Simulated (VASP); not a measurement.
The system is IrC.

```
CELL_PARAMETERS angstrom
0.00000 2.31043 2.31043
2.31043 0.00000 2.31043
2.31043 2.31043 0.00000
ATOMIC_POSITIONS crystal
Ir 0.00000 0.00000 0.00000
C 0.75000 0.75000 0.75000
```

The cell was built by a generator and needn't be a form met in nature.

- Program: VASP 6.6.1
- Task: single point
- Functional: PBE
- Potentials or basis: VASP PAW PBE potentials, release 64 (Ir, C)
- Cutoff: 520 eV
- k mesh: 10 × 10 × 10
- Occupations: fermi-dirac, width 0.05 eV
- Spin: no spin polarisation

On this cell: pressure 2.0 GPa; largest force zero by symmetry; band gap on the k mesh none (metal or under the smearing width).

The same run follows on a disturbed copy (atoms moved at random, drawn with an rms of 0.05 Å):

```
Ir C
1.0
     0.00000    2.31043    2.31043
     2.31043    0.00000    2.31043
     2.31043    2.31043    0.00000
Ir C
1 1
Cartesian
  0.0149 -0.0599 -0.0124
  3.4504 3.4228 3.4335
```

Question: What does the disturbed cell give?

Answer: The energy (extrapolated to zero smearing) moves by +6.1 meV/atom; pressure 2.3 GPa; largest force 0.683 eV/Å; band gap on the k mesh none (metal or under the smearing width).

Forces in eV/Å, atoms in the order of the input:
```
Ir  -0.502  0.308 -0.346
C    0.502 -0.308  0.346
```

Stress tensor (GPa, compression positive):
```
 2.18 -2.03  1.79
-2.03  2.32 -2.96
 1.79 -2.96  2.29
```
